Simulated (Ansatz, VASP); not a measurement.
# GaN (6H polytype (invented)): VASP beside Ansatz, part 2 of 2

One calculation is typed for both programs; each brings its own data sets. How far apart do they land? The cell is taken from a series of runs on this material, whose earlier steps may have relaxed, scaled, displaced or heated it; both programs get it as it stands.

VASP 6.6.1 and Ansatz 0.2.0.

So far: The starting structure; VASP: single point, r2SCAN.

### Step 3. Ansatz: single point, r2SCAN

Level of this step: Ansatz beside VASP: Kohn-Sham DFT, plane waves, r2SCAN (Ansatz).

Ansatz runs on its PAW soft_1 files.

The same cell, functional, mesh and smearing now go to Ansatz.

input.yaml reads:

```yaml
crystal:
  lattice:
    - [3.1812531966, 0.0, 0.0]
    - [-1.5906265983, 2.7550460841, 0.0]
    - [0.0, 0.0, 15.5718115165]
  atoms:
    - { symbol: Ga, position: [0.0, 0.0, 3.03792e-05] }
    - { symbol: Ga, position: [0.3333333333, 0.6666666667, 0.1664792392] }
    - { symbol: Ga, position: [0.6666666667, 0.3333333333, 0.3332147259] }
    - { symbol: Ga, position: [0.0, 0.0, 0.5000303792] }
    - { symbol: Ga, position: [0.6666666667, 0.3333333333, 0.6664792392] }
    - { symbol: Ga, position: [0.3333333333, 0.6666666667, 0.8332147259] }
    - { symbol: "N", position: [0.0, 0.0, 0.1251434552] }
    - { symbol: "N", position: [0.3333333333, 0.6666666667, 0.2917125689] }
    - { symbol: "N", position: [0.6666666667, 0.3333333333, 0.4584196316] }
    - { symbol: "N", position: [0.0, 0.0, 0.6251434552] }
    - { symbol: "N", position: [0.6666666667, 0.3333333333, 0.7917125689] }
    - { symbol: "N", position: [0.3333333333, 0.6666666667, 0.9584196316] }
kpoints:
  mp_grid: { grid: [9, 9, 2] }
hamiltonian:
  xc: r2scan
  pseudopotentials: { kind: paw, azcp: { folder: soft_1 } }
scf:
  occupations: { method: gaussian, width: 0.01 }
  n_extra_bands: 18
output:
  eigenvalues: true
  eigenstates:
    kpoints:
      - [0.0, 0.0, 0.0]
      - [0.004050497, -0.002025249, 0.0]
      - [0.0, 0.003507834, 0.0]
      - [0.0, 0.0, 0.019826646]
      - [0.002864134, 0.001048346, 0.0]
      - [0.002864134, -0.00391248, 0.0]
      - [0.002864134, -0.001432067, 0.014019556]
      - [0.002864134, -0.001432067, -0.014019556]
      - [0.0, 0.002480413, 0.014019556]
      - [0.0, 0.002480413, -0.014019556]
      - [0.002338556, 0.000855971, 0.01144692]
      - [0.002338556, 0.000855971, -0.01144692]
      - [0.002338556, -0.003194527, 0.01144692]
      - [-0.002338556, 0.003194527, 0.01144692]
      - [-0.004050497, 0.002025249, 0.0]
      - [0.0, -0.003507834, 0.0]
      - [0.0, 0.0, -0.019826646]
      - [-0.002864134, -0.001048346, 0.0]
      - [-0.002864134, 0.00391248, 0.0]
      - [-0.002864134, 0.001432067, -0.014019556]
      - [-0.002864134, 0.001432067, 0.014019556]
      - [0.0, -0.002480413, -0.014019556]
      - [0.0, -0.002480413, 0.014019556]
      - [-0.002338556, -0.000855971, -0.01144692]
      - [-0.002338556, -0.000855971, 0.01144692]
      - [-0.002338556, 0.003194527, -0.01144692]
      - [0.002338556, -0.003194527, -0.01144692]
      - [0.015189365, -0.007594683, 0.0]
      - [0.0, 0.013154376, 0.0]
      - [0.0, 0.0, 0.074349923]
      - [0.010740503, 0.003931297, 0.0]
      - [0.010740503, -0.0146718, 0.0]
      - [0.010740503, -0.005370252, 0.052573335]
      - [0.010740503, -0.005370252, -0.052573335]
      - [0.0, 0.009301549, 0.052573335]
      - [0.0, 0.009301549, -0.052573335]
      - [0.008769584, 0.003209891, 0.042925948]
      - [0.008769584, 0.003209891, -0.042925948]
      - [0.008769584, -0.011979475, 0.042925948]
      - [-0.008769584, 0.011979475, 0.042925948]
      - [-0.015189365, 0.007594683, 0.0]
      - [0.0, -0.013154376, 0.0]
      - [0.0, 0.0, -0.074349923]
      - [-0.010740503, -0.003931297, 0.0]
      - [-0.010740503, 0.0146718, 0.0]
      - [-0.010740503, 0.005370252, -0.052573335]
      - [-0.010740503, 0.005370252, 0.052573335]
      - [0.0, -0.009301549, -0.052573335]
      - [0.0, -0.009301549, 0.052573335]
      - [-0.008769584, -0.003209891, -0.042925948]
      - [-0.008769584, -0.003209891, 0.042925948]
      - [-0.008769584, 0.011979475, -0.042925948]
      - [0.008769584, -0.011979475, -0.042925948]
      - [0.0, 0.0, 0.0]
      - [0.004050497, -0.002025249, 0.0]
      - [0.0, 0.003507834, 0.0]
      - [0.0, 0.0, 0.019826646]
      - [0.002864134, 0.001048346, 0.0]
      - [0.002864134, -0.00391248, 0.0]
      - [0.002864134, -0.001432067, 0.014019556]
      - [0.002864134, -0.001432067, -0.014019556]
      - [0.0, 0.002480413, 0.014019556]
      - [0.0, 0.002480413, -0.014019556]
      - [0.002338556, 0.000855971, 0.01144692]
      - [0.002338556, 0.000855971, -0.01144692]
      - [0.002338556, -0.003194527, 0.01144692]
      - [-0.002338556, 0.003194527, 0.01144692]
      - [-0.004050497, 0.002025249, 0.0]
      - [0.0, -0.003507834, 0.0]
      - [0.0, 0.0, -0.019826646]
      - [-0.002864134, -0.001048346, 0.0]
      - [-0.002864134, 0.00391248, 0.0]
      - [-0.002864134, 0.001432067, -0.014019556]
      - [-0.002864134, 0.001432067, 0.014019556]
      - [0.0, -0.002480413, -0.014019556]
      - [0.0, -0.002480413, 0.014019556]
      - [-0.002338556, -0.000855971, -0.01144692]
      - [-0.002338556, -0.000855971, 0.01144692]
      - [-0.002338556, 0.003194527, -0.01144692]
      - [0.002338556, -0.003194527, -0.01144692]
      - [0.015189365, -0.007594683, 0.0]
      - [0.0, 0.013154376, 0.0]
      - [0.0, 0.0, 0.074349923]
      - [0.010740503, 0.003931297, 0.0]
      - [0.010740503, -0.0146718, 0.0]
      - [0.010740503, -0.005370252, 0.052573335]
      - [0.010740503, -0.005370252, -0.052573335]
      - [0.0, 0.009301549, 0.052573335]
      - [0.0, 0.009301549, -0.052573335]
      - [0.008769584, 0.003209891, 0.042925948]
      - [0.008769584, 0.003209891, -0.042925948]
      - [0.008769584, -0.011979475, 0.042925948]
      - [-0.008769584, 0.011979475, 0.042925948]
      - [-0.015189365, 0.007594683, 0.0]
      - [0.0, -0.013154376, 0.0]
      - [0.0, 0.0, -0.074349923]
      - [-0.010740503, -0.003931297, 0.0]
      - [-0.010740503, 0.0146718, 0.0]
      - [-0.010740503, 0.005370252, -0.052573335]
      - [-0.010740503, 0.005370252, 0.052573335]
      - [0.0, -0.009301549, -0.052573335]
      - [0.0, -0.009301549, 0.052573335]
      - [-0.008769584, -0.003209891, -0.042925948]
      - [-0.008769584, -0.003209891, 0.042925948]
      - [-0.008769584, 0.011979475, -0.042925948]
      - [0.008769584, -0.011979475, -0.042925948]
basis:
  ecutwfc: 600.0
checkpoint:
  read: start.run
  write: ck
  compress: false
  write_wavefunctions: false
  write_every: 100000
```

Run with:

```
$ ansatz run input.yaml --threads 4 --pin off --max-ram 10240MiB --backend cpu --events-out ev --progress --plain --runs-dir out
```

Numbers of over 12 decimals in the logs are rounded to 6 here.

Log:

```text
scf.n_extra_bands = 18 over 54 filled bands (N_el = 108.0): the run solves 72 bands
Engine: ansatz 0.2.0, x86_64-unknown-linux-gnu
Pseudopotentials: kind: paw
Pseudopotential: Ga, paw, valence charge 13, recommended cutoff 500 eV (meta_gga), soft_1/Ga.paw.azcp
Pseudopotential: N, paw, valence charge 5, recommended cutoff 500 eV (meta_gga), soft_1/N.paw.azcp
Functional definition: r2SCAN
  parameter k0 = 0.174
  parameter k1 = 0.065
  parameter a1 = 4.9479
  exchange = r2scan_x(k0 = k0, k1 = k1, a1 = a1)
  correlation = r2scan_c
Crystal: 12 atoms, lattice volume = 136.479 Å³
Basis set: ecut = 600 eV, 4563 PW (Γ), exchange–correlation on 108×108×500 points (64 copies of the dense FFT grid, shifted against one another)
Bands: 72, of which v1, the nominal top of the filled ones, is band 54 counted from 1 (53 counted from 0)
Symmetry: 12 space group operations
Space group: P63mc (ITA 186), of the structure as read, at distance tolerance 5.1e-5 Å
k-points: 24 of 162
Non-local potential: Ga, projectors of the file, l = 0: 2, l = 1: 2, l = 2: 3, l = 3: 1
Non-local potential: N, projectors of the file, l = 0: 2, l = 1: 2, l = 2: 1
PAW form: soft (Blöchl's): semilocal exchange-correlation on the pseudo side does not see the compensation charge
PAW frozen core: Ga, regenerated for the run's functional (the file was generated under x = pbe(κ = 0.804, μ = 0.219515), c = pbe(β = 0.066725))
PAW frozen core: N, regenerated for the run's functional (the file was generated under x = pbe(κ = 0.804, μ = 0.219515), c = pbe(β = 0.066725))
PAW one-centre angular grid: Ga, 590 points (default); XC on 160 Gauss nodes
PAW one-centre angular grid: N, 302 points (default); XC on 160 Gauss nodes
Initial density: read from a saved state, or passed on in memory by an earlier SCF of this step, an earlier step, the calling program or the single point that the run made first
Initial wavefunctions: pseudopotential atomic-orbital guess
Functional: x = r2scan, c = r2scan; τ floored in thin density (d = 2e-4 eV/Å³)
iter 1 solved again at ethr=2.53e-8 eV; its pass at ethr=3.10e-3 eV (dr2=2.73e-5 eV) is discarded
SCF iter   1: F=—  HF=-25058.302501 eV  |F-HF|=—  |Δ(HF+E_count)|=         —  Δρ=1.22e-7  dr2=1.04e-11  dr2_τ=2.04e-12  ethr=2.53e-8  ⟨swp⟩=3.0  Hψ=11297  notcnv=0
eigensolver tolerance schedule: the retry pair's looser diagonalisation over-reported the residual by 2637061.45 of it (diagonalisation noise at an unbounded share of the residual, at the tolerance the schedule requests for it); recorded, not acted on — ethr = c·dr2/N_el stays at c = 1.0e-1
preconditioner: auto → Resta (q_TF=auto, 2.624 Å⁻¹)  ε∞=4.1  [insulator: Δε(μ)=2.226 eV  Ē_g=18.727 eV  σ=0.010 eV  W_gap=1.00  n_scr=54 (ndim 8)  ℏωp=33.0 eV  f_vac=0.004  D(μ)=0.00/eV (n_scr^D=0)  ε∞_Penn≈4.1]
SCF iter   2: F=-25058.302501 eV  HF=-25058.302501 eV  |F-HF|=1.46e-11  |Δ(HF+E_count)|=   7.81e-9  Δρ=1.06e-7  dr2=1.27e-11  dr2_τ=2.18e-12  ethr=1.00e-12  ⟨swp⟩=4.3  Hψ=4995  notcnv=0
SCF 1 converged in 2 iterations: F = -25058.302501 eV  dr2 = 1.27e-11
  greatest PAW one-centre occupation: 0.994 electrons in one spin orbital (limit 2), on the Ga atom at site 4 (counted from 0), in its partial waves of l = 2
NSCF: frozen V_eff on 106 k-points
SCF converged after 2 iterations
Free energy (F): -25058.302501 eV
Harris-Foulkes:  -25058.302501 eV  (|F-HF|=1.46e-11)
Internal energy: -25058.302501 eV  (E = F + TS)
E sigma→0 (E₀):  -25058.302501 eV
Fermi energy:    10.571795 eV
--- Per-component energies (eV) ---
  E_band       = -90.506802
  E_kinetic    = 1442.885174
  E_local      = -8481.467917  (includes V_loc(G=0)·N_el)
  E_nonlocal   = -317.203639
  E_hartree    = 5387.462301
  E_xc         = -695.156042
  E_vxc        = -840.194685  (∫ρ·V_xc dr)
  E_paw        = -12849.822377  (= ΣΔE_a)
  E_vpaw       = -2715.268518  (= ΣTr[D̂ρ^β])
  E_aug_tail   = 0.000012  (compensation charges beyond the density's cutoff)
  E_vtau       = 45.818170  (kinetic-family band-sum trace: ∫τ·v_τ [+ j·A + Jᵃ·Aᵃ] dr)
  E_ewald      = -9540.904231
  E_core_change = -4.095781  (= ΣΔE_core)
  E_smearing   = -0.000000  (= −TS)
  E_closure    = -0.000000  (closes the sum)
  Σ components = -25058.302501   (vs F -25058.302501, Δ=0.00e0)
--- Band table (eV; the first three rows and the last of 24) ---
  k-point 0: bands = [... 50 lower, 9.1893, 9.4456, 9.4587, 9.4587, 11.6848, 13.2672, 13.4354, 14.3568, ... 14 higher]
  k-point 1: bands = [... 50 lower, 9.3821, 9.3821, 9.3821, 9.3821, 12.3401, 12.3401, 14.1021, 14.1021, ... 14 higher]
  k-point 2: bands = [... 50 lower, 9.0177, 9.0371, 9.3286, 9.3486, 12.5962, 13.7886, 13.9318, 14.9985, ... 14 higher]
  k-point 23: bands = [... 50 lower, 7.3383, 7.3383, 7.5681, 7.5681, 15.7147, 15.7147, 16.0726, 16.0726, ... 14 higher]
```

### Step 4. Side by side

Known differences besides the potentials themselves: VASP keeps PBE cores, Ansatz makes them for the functional; the cutoff is 600 eV in Ansatz and 580 eV in VASP. Total energies have different zeros and are not compared.

Compared:

```csv
quantity,Ansatz,VASP,difference
gap on the k mesh (eV),2.226,2.216,+0.010
```

A gap on the mesh is an upper bound, since the band edges may lie between its points.

### Step 5. What came out

| Item | Value |
| --- | --- |
| difference in gap on the k mesh (single point, r2SCAN) | 0.0096 eV |

The difference in gap on the k mesh is 0.0096 eV (single point, r2SCAN), within the 0.08 eV picked in this series as the mark of a large difference. Such differences can come from data sets, numerical settings and the points named under the comparisons, not from the functional's error against experiment.

[Lines on the potential files, build, host, timing and source positions are cut from VASP's logs without a mark.]

[Logs are printed without paths, hosts, clocks, repeated set-up lines and the standing remarks that a program may print on its own settings, such as how far it seeks lower states.]

[Hosts, paths, dates, database ids (printed as entryN), source tags and the programs' standing remarks are cut or masked in the printed files.]
